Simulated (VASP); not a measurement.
Take GaAs (zinc blende), from the solid elements, with no thermal terms, in VASP with PAW potentials, and its formation energy.

One run gives -0.349 eV/atom. Which level is it?
A. PBEsol
B. LDA
C. PBE

C, PBE.  The others give -0.321 (LDA), -0.316 (PBEsol).

Only levels that ran to the end are used. Left out are those held back, those with too coarse a band path, GW runs whose mesh misses a band edge, hybrids' fits of cells that aren't cubic and levels without matching references; a question may draw on a part of the rest.
